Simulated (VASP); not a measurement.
A VASP calculation is set up with these files.

**KPOINTS**
```
Automatic mesh
0
Gamma
5 5 5
0 0 0
```

**INCAR**
```
SYSTEM = NaI
PREC = Accurate
ENCUT = 400
EDIFF = 1E-6
NELM = 100
ALGO = Normal
LREAL = .FALSE.
LASPH = .TRUE.
ISMEAR = 1
SIGMA = 1.0
GGA = PE
LMAXMIX = 4
LWAVE = .FALSE.
LCHARG = .FALSE.
ISIF = 2
```

File POSCAR:
```
NaI
1
    0.0000000000     3.2997000000     3.2997000000
    3.2997000000     0.0000000000     3.2997000000
    3.2997000000     3.2997000000     0.0000000000
Na I
1 1
Direct
  0.0000000000   0.0000000000   0.0000000000
  0.5000000000   0.5000000000   0.5000000000
```

POTCAR, in this order: Na_pv I (PBE.64 set). Program: vasp_std.

The run wrote:

standard output:
```
 POSCAR found type information on POSCAR NaI
 POSCAR found :  2 types and       2 ions
 Reading from existing POTCAR
 Reading from existing POTCAR
 LDA part: xc-table for (Slater+PW92), standard interpolation
 POSCAR, INCAR and KPOINTS ok, starting setup
 WAVECAR not read
 entering main loop
       N       E                     dE             d eps       ncg     rms          rms(c)
DAV:   1     0.713445221884E+02    0.71345E+02   -0.58658E+03   228   0.905E+02
DAV:   2     0.698221013580E+00   -0.70646E+02   -0.66813E+02   234   0.214E+02
DAV:   3    -0.516514227869E+01   -0.58634E+01   -0.56295E+01   262   0.625E+01
DAV:   4    -0.535478249681E+01   -0.18964E+00   -0.18009E+00   254   0.118E+01
DAV:   5    -0.535932781652E+01   -0.45453E-02   -0.45439E-02   276   0.181E+00    0.158E+00
DAV:   6    -0.529389369630E+01    0.65434E-01   -0.91997E-02   253   0.197E+00    0.108E+00
DAV:   7    -0.528417493749E+01    0.97188E-02   -0.76327E-02   261   0.166E+00    0.587E-01
DAV:   8    -0.528634881082E+01   -0.21739E-02   -0.57367E-03   226   0.719E-01    0.163E-01
DAV:   9    -0.528631216192E+01    0.36649E-04   -0.14911E-04   250   0.130E-01    0.510E-02
DAV:  10    -0.528633140615E+01   -0.19244E-04   -0.47850E-05   256   0.797E-02    0.715E-03
DAV:  11    -0.528633206227E+01   -0.65612E-06   -0.50665E-06   229   0.242E-02
   1 F= -.52863321E+01 E0= -.53402102E+01  d E =0.161634E+00
```

OUTCAR:
```
------------------------ aborting loop because EDIFF is reached ----------------------------------------
  FORCE on cell =-STRESS in cart. coord.  units (eV):
  Direction    XX          YY          ZZ          XY          YZ          ZX
  --------------------------------------------------------------------------------------
  Total       -0.3473143     -0.3473143     -0.3473143      0.0000000      0.0000000      0.0000000
  in kB       -7.7442589     -7.7442589     -7.7442589      0.0000000      0.0000000      0.0000000
  external PRESSURE =      -7.7442589 kB  Pullay stress =       0.0000000 kB
  volume of cell :       71.85
      direct lattice vectors                 reciprocal lattice vectors
     0.000000000  3.299700000  3.299700000    -0.151528927  0.151528927  0.151528927
     3.299700000  0.000000000  3.299700000     0.151528927 -0.151528927  0.151528927
     3.299700000  3.299700000  0.000000000     0.151528927  0.151528927 -0.151528927
  FREE ENERGIE OF THE ION-ELECTRON SYSTEM (eV)
  ---------------------------------------------------
  free  energy   TOTEN  =        -5.2863320623 eV

  energy  without entropy=       -5.4479664243  energy(sigma->0) =       -5.34021018
```
(Selected blocks of OUTCAR.)

Question: Read input and log: which fault does this run have?
A) LDA potentials were taken and GGA is not set, so the run is LDA and not PBE
B) LEPSILON was set for a metal
C) LSORBIT needs the non-collinear program vasp_ncl
D) SIGMA is far too large

Answer: D, SIGMA is far too large. The run ends without an error. Against the sound run, the energy per atom (σ→0) rises by 0.022 eV/atom; the pressure falls by 0.25 GPa; the band gap rises by 0.01 eV.

To mend it, set ISMEAR = 0, set SIGMA = 0.05.

The mended run (PBE GGA, plane waves, VASP's PBE PAW potentials (set 64)) converges, and its OSZICAR ends with
```
   1 F= -.53833966E+01 E0= -.53833966E+01  d E =-.805107E-12
```

The compound is NaI in the rock salt structure. The cell was not relaxed at this level.
